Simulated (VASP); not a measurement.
# SiB2 (C2/m) in VASP: relaxation of cell and atoms with PBE

Aim: the relaxation of cell and atoms of SiB2 with PBE.

All numbers are computed with VASP 6.6.1; they aren't measurements. Logs are shortened: lines on timing, memory, paths and dates and some standing lists are left out, and cuts for length are marked.

## (1) Starting point

Symmetry: C2/m, No. 12, monoclinic system. Conventional cell: a = 10.128 Å, b = 4.790 Å, c = 5.751 Å, α = 90.00°, β = 121.67°, γ = 90.00°. Around Si (site symmetry 1) lie 4 B at 2.14 to 2.19 Å and 3 Si at 2.37 to 2.42 Å. B (site symmetry m) is surrounded by 5 B at 1.77 to 1.97 Å. B (site symmetry 1) has 4 B at 1.77 to 1.88 Å as nearest neighbours. B (site symmetry m) has 4 B at 1.77 to 1.97 Å as nearest neighbours.

The cell was built by a generator and needn't be a form met in nature.

## (2) Relaxation of cell and atoms, PBE

INCAR

```
SYSTEM = SiB2
  ALGO = Normal
  EDIFF = 1E-6
  EDIFFG = -0.01
  ENCUT = 520
  GGA = PE
  IBRION = 2
  ISIF = 3
  ISMEAR = 0
  KPAR = 4
  LASPH = .True.
  LCHARG = .False.
  LREAL = .False.
  LWAVE = .False.
  NELM = 120
  NSW = 90
  PREC = Accurate
  SIGMA = 0.1
```

KPOINTS

```
k-points
0
Gamma
  8 8 6
  0 0 0
```

POSCAR

```
SiB2
1.0
    5.0639902300     -2.3950000000      0.0000000000
    5.0639902300      2.3950000000      0.0000000000
   -3.0196018000      0.0000000000      4.8946445200
Si B
4 8
Direct
    0.6145913600      0.1207099100      0.7242183700
    0.3854086400      0.8792900900      0.2757816300
    0.8792900900      0.3854086400      0.2757816300
    0.1207099100      0.6145913600      0.7242183700
    0.2097441700      0.2097441700      0.0514847600
    0.7984804100      0.4261020900      0.8893948700
    0.4261020900      0.7984804100      0.8893948700
    0.7902558300      0.7902558300      0.9485152400
    0.2015195900      0.5738979100      0.1106051300
    0.5738979100      0.2015195900      0.1106051300
    0.0280040500      0.0280040500      0.6743430600
    0.9719959500      0.9719959500      0.3256569400
```

Potentials or basis: VASP PAW PBE potentials, release 64 (Si, B).

Command:

```bash
$ cat potpaw_PBE.64/Si/POTCAR potpaw_PBE.64/B/POTCAR > POTCAR
$ mpirun -np 4 vasp_std > vasp.out
```

OUTCAR:

```text
SYSTEM = SiB2
   EDIFF = 1E-6
   EDIFFG = -0.01
   ENCUT = 520
   GGA = PE
   IBRION = 2
   ISIF = 3
   ISMEAR = 0
   LASPH = .True.
   LREAL = .False.
   NELM = 120
   NSW = 90
   PREC = Accurate

 ion  position               nearest neighbor table
   1  0.615  0.121  0.724-  10 2.14   6 2.16  11 2.16   8 2.19   4 2.37   4 2.42   2 2.42   3 2.88

   2  0.385  0.879  0.276-   7 2.14   9 2.16  12 2.16   5 2.19   3 2.37   3 2.42   1 2.42   4 2.88

   3  0.879  0.385  0.276-   6 2.14  10 2.16  12 2.16   5 2.19   2 2.37   2 2.42   4 2.42   1 2.88

   4  0.121  0.615  0.724-   9 2.14   7 2.16  11 2.16   8 2.19   1 2.37   1 2.42   3 2.42   2 2.88

   5  0.210  0.210  0.051-   6 1.77   7 1.77   9 1.88  10 1.88  11 1.97   3 2.19   2 2.19
   6  0.798  0.426  0.889-   5 1.77   7 1.78  11 1.85   8 1.88   3 2.14   1 2.16
   7  0.426  0.798  0.889-   5 1.77   6 1.78  11 1.85   8 1.88   2 2.14   4 2.16
   8  0.790  0.790  0.949-   9 1.77  10 1.77   6 1.88   7 1.88  12 1.97   4 2.19   1 2.19
   9  0.202  0.574  0.111-   8 1.77  10 1.78  12 1.85   5 1.88   4 2.14   2 2.16
  10  0.574  0.202  0.111-   8 1.77   9 1.78  12 1.85   5 1.88   1 2.14   3 2.16
  11  0.028  0.028  0.674-  12 1.77   7 1.85   6 1.85   5 1.97   1 2.16   4 2.16
  12  0.972  0.972  0.326-  11 1.77  10 1.85   9 1.85   8 1.97   2 2.16   3 2.16

  LATTYP: Found a base centered monoclinic cell.
 ALAT       =    10.1279804600
 B/A-ratio  =     0.4729472000
 C/A-ratio  =     0.5678460602
 COS(beta)  =    -0.5250446093

  Lattice vectors:

 A1 = (   5.0639902300,  -2.3950000000,   0.0000000000)
 A2 = (   5.0639902300,   2.3950000000,   0.0000000000)
 A3 = (  -3.0196018000,   0.0000000000,   4.8946445200)

Analysis of symmetry for initial positions (statically):
=====================================================================
 Subroutine PRICEL returns:
 Original cell was already a primitive cell.

 Routine SETGRP: Setting up the symmetry group for a
 base centered monoclinic supercell.

 Subroutine GETGRP returns: Found  4 space group operations
 (whereof  4 operations were pure point group operations)
 out of a pool of  4 trial point group operations.

The static configuration has the point symmetry C_2h.

Analysis of symmetry for dynamics (positions and initial velocities):
=====================================================================
 Subroutine PRICEL returns:
 Original cell was already a primitive cell.

 Routine SETGRP: Setting up the symmetry group for a
 base centered monoclinic supercell.

 Subroutine GETGRP returns: Found  4 space group operations
 (whereof  4 operations were pure point group operations)
 out of a pool of  4 trial point group operations.

The dynamic configuration has the point symmetry C_2h.

 Subroutine INISYM returns: Found  4 space group operations
 (whereof  4 operations are pure point group operations),
 and found     1 'primitive' translations

----------------------------------------------------------------------------------------

                                     Primitive cell

  volume of cell :     118.7270

  direct lattice vectors                    reciprocal lattice vectors
     5.063990230 -2.395000000  0.000000000     0.098736367 -0.208768267  0.060912393
     5.063990230  2.395000000  0.000000000     0.098736367  0.208768267  0.060912393
    -3.019601800  0.000000000  4.894644520     0.000000000  0.000000000  0.204304929

  length of vectors
     5.601787398  5.601787398  5.751133802     0.238837558  0.238837558  0.204304929

  position of ions in fractional coordinates (direct lattice)
     0.614591360  0.120709910  0.724218370
     0.385408640  0.879290090  0.275781630
     0.879290090  0.385408640  0.275781630
     0.120709910  0.614591360  0.724218370
     0.209744170  0.209744170  0.051484760
     0.798480410  0.426102090  0.889394870
     0.426102090  0.798480410  0.889394870
     0.790255830  0.790255830  0.948515240
     0.201519590  0.573897910  0.110605130
     0.573897910  0.201519590  0.110605130
     0.028004050  0.028004050  0.674343060
     0.971995950  0.971995950  0.325656940

  ion indices of the primitive-cell ions
   primitive index   ion index
                 1           1
                 2           2
                 3           3
                 4           4
                 5           5
                 6           6
                 7           7
                 8           8
                 9           9
                10          10
                11          11
                12          12

----------------------------------------------------------------------------------------

 KPOINTS: k-points

Automatic generation of k-mesh.
 Grid dimensions read from file:
 generate k-points for:    8    8    6

 Generating k-lattice:

  Cartesian coordinates                     Fractional coordinates (reciprocal lattice)
     0.012342046 -0.026096033  0.007614049     0.125000000  0.000000000  0.000000000
     0.012342046  0.026096033  0.007614049     0.000000000  0.125000000  0.000000000
     0.000000000  0.000000000  0.034050821     0.000000000  0.000000000  0.166666667

  Length of vectors
     0.029854695  0.029854695  0.034050821

  Shift w.r.t. Gamma in fractional coordinates (k-lattice)
     0.000000000  0.000000000  0.000000000

 Subroutine IBZKPT returns following result:
 ===========================================

 Found    114 irreducible k-points:

 Following reciprocal coordinates:
            Coordinates               Weight
  0.000000  0.000000  0.000000      1.000000
  0.125000 -0.000000  0.000000      4.000000
  0.250000 -0.000000  0.000000      4.000000
  0.375000 -0.000000  0.000000      4.000000
  0.500000 -0.000000  0.000000      2.000000
  0.125000  0.125000  0.000000      2.000000
[... 16 lines left out ...]
  0.125000 -0.000000  0.166667      4.000000
  0.250000 -0.000000  0.166667      4.000000
 [... further k-points ...]
   k-points           NKPTS =    114   k-points in BZ     NKDIM =    114   number of bands    NBANDS=     27
   number of dos      NEDOS =    301   number of ions     NIONS =     12
   total plane-waves  NPLWV =  84672
   dimension x,y,z NGX =    42 NGY =   42 NGZ =   48
   dimension x,y,z NGXF=    84 NGYF=   84 NGZF=   96
   ions per type =               4   8
   NGX,Y,Z   is equivalent  to a cutoff of  12.46, 12.46, 13.88 a.u.
   NGXF,Y,Z  is equivalent  to a cutoff of  24.93, 24.93, 27.75 a.u.
 SYSTEM =  SiB2
   PREC   = accura    normal or accurate (medium, high low for compatibility)
   ISTART =      0    job   : 0-new  1-cont  2-samecut
   ICHARG =      2    charge: 1-file 2-atom 10-const
   ISPIN  =      1    spin polarized calculation?
   LNONCOLLINEAR =      F non collinear calculations
   LSORBIT =      F    spin-orbit coupling
   LASPH  =      T    aspherical Exc in radial PAW
   ENCUT  =  520.0 eV  38.22 Ry    6.18 a.u.  10.42 10.42 10.69*2*pi/ulx,y,z
   NELM   =    120;   NELMIN=  2; NELMDL= -5     # of ELM steps
   EDIFF  = 0.1E-05   stopping-criterion for ELM
   LREAL  =      F    real-space projection
   EDIFFG = -.1E-01   stopping-criterion for IOM
   NSW    =     90    number of steps for IOM
   IBRION =      2    ionic relax: 0-MD 1-quasi-New 2-CG
   NFREE  =      1    steps in history (QN), initial steepest desc. (CG)
   ISIF   =      3    stress and relaxation
   ISYM   =      2    0-nonsym 1-usesym 2-fastsym
   POTIM  = 0.5000    time-step for ionic-motion
   TEBEG  =    0.0;   TEEND  =   0.0 temperature during run
   PSTRESS=    0.0 pullay stress
   NELECT =      40.0000    total number of electrons
   NUPDOWN=      -1.0000    fix difference up-down
   EMIN   =  10.00;   EMAX   =-10.00  energy-range for DOS
   EFERMI =   0.00;   METHOD = LEGACY
   ISMEAR =     0;   SIGMA  =   0.10  broadening in eV -4-tet -1-fermi 0-gaus
   EFERMI_NEDOS =   21; number of points for ismear=-14 and -15
   IALGO  =     38    algorithm
   IMIX   =      4    mixing-type and parameters
     AMIX     =   0.40;   BMIX     =  1.00
     AMIX_MAG =   1.60;   BMIX_MAG =  1.00
  volume/ion in A,a.u.               =       9.89        66.77
  Fermi-wavevector in a.u.,A,eV,Ry     =   1.139143  2.152668 17.655562  1.297647
  Thomas-Fermi vector in A             =   2.275847
   LORBIT       =      0    0 simple, 1 ext, 2 COOP (PROOUT), +10 PAW based schemes
   GGA     = PE    functional components
   LHFCALC =     F    Hartree Fock is set to
   AEXX    =    0.0000 exact exchange contribution
   IVDW    =     0    specifies the selected vdW correction
   LEPSILON=     F    determine dielectric tensor
   LRPA    =     F    only Hartree local field effects (RPA)
 conjugate gradient relaxation of ions
 non-spin polarized calculation
 Gauss-broadening in eV      SIGMA  =   0.10
  energy-cutoff  :      520.00
  volume of cell :      118.73
 maximum number of plane-waves:      3218
 NGX is ok and might be reduce to    42
   NGX = 21   NGY = 21   NGZ = 21

--------------------------------------- Ionic step        1  -------------------------------------------

 number of electron      40.0000000 magnetization

 Free energy of the ion-electron system (eV)
  ---------------------------------------------------
  ext. energy  EPLUGINS =         0.00000000
  ---------------------------------------------------
  free energy    TOTEN  =       -70.02881615 eV

  energy without entropy =      -70.02043773  energy(sigma->0) =      -70.02462694

------------------------ aborting loop because EDIFF is reached ----------------------------------------

  FORCE on cell =-STRESS in cart. coord.  units (eV):
  Direction    XX          YY          ZZ          XY          YZ          ZX
  --------------------------------------------------------------------------------------
  -------------------------------------------------------------------------------------
  Total       -0.1269352      0.7233459     -0.8860471      0.0000000      0.0000000      0.0901738
  in kB       -1.7129440      9.7612873    -11.9568797      0.0000000      0.0000000      1.2168629
  external PRESSURE =      -1.3028455 kB  Pullay stress =       0.0000000 kB
[... 119 lines left out ...]
  FREE ENERGIE OF THE ION-ELECTRON SYSTEM (eV)
  ---------------------------------------------------
  free  energy   TOTEN  =       -70.0357771274 eV

  energy  without entropy=      -70.0276409486  energy(sigma->0) =      -70.03170904

[... ionic steps 4 to 9 ...]

--------------------------------------- Ionic step       10  -------------------------------------------

 number of electron      40.0000000 magnetization

------------------------ aborting loop because EDIFF is reached ----------------------------------------

  FORCE on cell =-STRESS in cart. coord.  units (eV):
  Direction    XX          YY          ZZ          XY          YZ          ZX
  --------------------------------------------------------------------------------------
  -------------------------------------------------------------------------------------
  Total       -0.0005945     -0.0680630     -0.0259195      0.0000000      0.0000000     -0.0197707
  in kB       -0.0080339     -0.9197167     -0.3502431      0.0000000      0.0000000     -0.2671564
  external PRESSURE =      -0.4259979 kB  Pullay stress =       0.0000000 kB
[... 77 lines left out ...]
  energy  without entropy=      -70.0321637467  energy(sigma->0) =      -70.03657732

--------------------------------------- Ionic step       12  -------------------------------------------

 number of electron      40.0000000 magnetization

 Free energy of the ion-electron system (eV)
  ---------------------------------------------------
  ext. energy  EPLUGINS =         0.00000000
  ---------------------------------------------------
  free energy    TOTEN  =       -70.04101522 eV

  energy without entropy =      -70.03217586  energy(sigma->0) =      -70.03659554

 E-fermi :   8.3441     XC(G=0): -11.2016

 val. band max:        8.3368897295   @ k =  -0.1250   0.3750   0.1667
 cond. band min:       8.3606293679   @ k =   0.2500   0.1250   0.1667
 fundamental gap:      0.0237396384
 Fermi energy:         8.3440928363

 k-point     1 :       0.0000    0.0000    0.0000
  band No.  band energies     occupation
      1      -7.5717      2.00000
      2      -3.2335      2.00000
      3      -2.5496      2.00000
      4      -2.1300      2.00000
      5      -1.2158      2.00000
      6      -0.9345      2.00000
[... 709 lines left out ...]
     26      11.5420      0.00000
     27      12.0141      0.00000

 [... further k-points ...]

------------------------ aborting loop because EDIFF is reached ----------------------------------------

  FORCE on cell =-STRESS in cart. coord.  units (eV):
  Direction    XX          YY          ZZ          XY          YZ          ZX
  --------------------------------------------------------------------------------------
  -------------------------------------------------------------------------------------
  Total        0.0023457      0.0287588      0.0274650      0.0000000      0.0000000     -0.0080505
  in kB        0.0317085      0.3887467      0.3712581      0.0000000      0.0000000     -0.1088226
  external PRESSURE =       0.2639045 kB  Pullay stress =       0.0000000 kB
[... 27 lines left out ...]
  FREE ENERGIE OF THE ION-ELECTRON SYSTEM (eV)
  ---------------------------------------------------
  free  energy   TOTEN  =       -70.0410152240 eV

  energy  without entropy=      -70.0321758576  energy(sigma->0) =      -70.03659554

 reached required accuracy - stopping structural energy minimisation
```

Run time: 4.1 min. Hardware: 4 MPI ranks of Intel Xeon 6975P-C (Granite Rapids), shared host; peak memory 0.47 GiB.

Results:

```yaml
Free_energy: -70.0410 eV
Relaxed_volume: 9.88 Å³/atom
Relaxed_cell: a = 5.614 Å, b = 5.614 Å, c = 5.714 Å, α = 118.36°, β = 118.36°, γ = 50.68°
Space_group_after_relaxing_to_0.05_Å: C2/m (No. 12)
Energy_gained_by_relaxing: 1.0 meV/atom
Ionic_steps: 12
Pressure_after_relaxing: 0.0 GPa
Largest_force_after_relaxing: 0.005 eV/Å
Band_gap_on_the_k_mesh: none (metal or under the smearing width)
```

Forces in eV/Å, atoms in the order of the input:
```
Si   0.003 -0.002  0.003
Si  -0.003  0.002 -0.003
Si  -0.003 -0.002 -0.003
Si   0.003  0.002  0.003
B   -0.002  0.000  0.004
B    0.003  0.002  0.000
B    0.003 -0.002  0.000
B    0.002  0.000 -0.004
B   -0.003 -0.002  0.000
B   -0.003  0.002  0.000
B   -0.004  0.000 -0.001
B    0.004  0.000  0.001
```

The path:
| step | energy change (eV) | largest force (eV/Å) | pressure (GPa) | volume (Å³) |
| --- | --- | --- | --- | --- |
| 1 | 0.0000 | 0.1343 | -0.13 | 118.73 |
| 2 | -0.0067 | 0.0887 | -0.05 | 118.59 |
| 3 | -0.0070 | 0.1056 | -0.02 | 118.56 |
| 4 | -0.0098 | 0.0564 | 0.08 | 118.48 |
| 5 | -0.0103 | 0.0496 | 0.15 | 118.43 |
| 6 | -0.0116 | 0.0265 | -0.02 | 118.59 |
| 7 | -0.0118 | 0.0309 | -0.11 | 118.67 |
| 8 | -0.0121 | 0.0220 | 0.01 | 118.58 |
| 9 | -0.0121 | 0.0229 | 0.02 | 118.57 |
| 10 | -0.0122 | 0.0124 | -0.04 | 118.57 |
| 11 | -0.0122 | 0.0110 | -0.03 | 118.57 |
| 12 | -0.0122 | 0.0050 | 0.03 | 118.53 |

Final structure:
```
CELL_PARAMETERS angstrom
5.07343 -2.40275 0.01136
5.07343 2.40275 0.01136
-3.01432 0.00000 4.85478
ATOMIC_POSITIONS crystal
Si 0.61626 0.12163 0.72223
Si 0.38374 0.87837 0.27777
Si 0.87837 0.38374 0.27777
Si 0.12163 0.61626 0.72223
B 0.20943 0.20943 0.05166
B 0.79963 0.42809 0.89351
B 0.42809 0.79963 0.89351
B 0.79057 0.79057 0.94834
B 0.20037 0.57191 0.10649
B 0.57191 0.20037 0.10649
B 0.02854 0.02854 0.67560
B 0.97146 0.97146 0.32440
```
